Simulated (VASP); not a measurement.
An input for Quantum ESPRESSO's pw.x (written as the equivalent of a VASP run, and not itself run):

```
&CONTROL
  calculation = 'relax'
  pseudo_dir = './pseudo'
  outdir = './out'
  tprnfor = .true.
  tstress = .true.
  nstep = 30
  forc_conv_thr = 3.9e-05
/
&SYSTEM
  ibrav = 0
  nat = 3
  ntyp = 2
  ecutwfc = 84
  occupations = 'smearing'
  smearing = 'gaussian'
  degauss = 0.003675
  input_dft = 'pbesol'
/
&ELECTRONS
  conv_thr = 7.3e-10
  electron_maxstep = 100
/
&IONS
/
ATOMIC_SPECIES
  Pt 195.084 Pt.upf
  S 32.060 S.upf
CELL_PARAMETERS angstrom
     1.7829134   -3.0880966   -0.0000000
     1.7829134    3.0880966    0.0000000
     0.0000000    0.0000000    4.8232578
ATOMIC_POSITIONS crystal
  Pt   1.0000000  1.0000000  1.0000000
  S    0.3333330  0.6666670  0.2483771
  S    0.6666670  0.3333330  0.7516229
K_POINTS automatic
  7 7 4 0 0 0
```

Q: Write the VASP files for the same calculation (PBEsol).

A: Several could match; the one computed here: 
### INCAR
```
# general
SYSTEM   =  PtS2
PREC     =  Accurate
ENCUT    =  400   # plane-wave cut-off (eV)
LREAL    =  .FALSE.   # projection in real space or not
LASPH    =  .TRUE.   # aspherical one-centre terms

# electronic loop
EDIFF    =  1E-8
NELM     =  100   # most electronic steps
ALGO     =  Normal   # blocked Davidson
LMAXMIX  =  6   # l cut-off of mixed one-centre charges

# smearing
ISMEAR   =  0
SIGMA    =  0.05   # width (eV)

# functional
GGA      =  PS   # PBEsol

# ions
IBRION   =  1   # quasi-Newton
NSW      =  30   # most ionic steps
ISIF     =  2
EDIFFG   =  -0.001   # ionic stop

# output
LWAVE    =  .FALSE.
LCHARG   =  .FALSE.
```

POSCAR:
```
PtS2
1
    1.7829133649    -3.0880966056    -0.0000000000
    1.7829133649     3.0880966056     0.0000000000
    0.0000000000     0.0000000000     4.8232578439
Pt S
1 2
Direct
  1.0000000000   1.0000000000   1.0000000000
  0.3333330000   0.6666670000   0.2483770505
  0.6666670000   0.3333330000   0.7516229495
```

### KPOINTS
```
kpoints
0
gamma
  7 7 4
0 0 0
```

POTCAR, in this order: Pt S (PBE.64 set). Program: vasp_std.

The two are equivalent in intent, not identical: the potentials are each code's own (VASP's PAW set, PseudoDojo norm-conserving files in pw.x), so ENCUT and ecutwfc are chosen apart and not converted; conv_thr bounds pw.x's estimated SCF error, while EDIFF bounds the energy change between steps; forc_conv_thr acts on force components and is met together with etot_conv_thr.

The compound is PtS2 in the 1T layered structure. This run relaxes the ions in a fixed cell. Symmetry was kept, so distortions that lower it aren't found. The start is the result of an earlier pass.
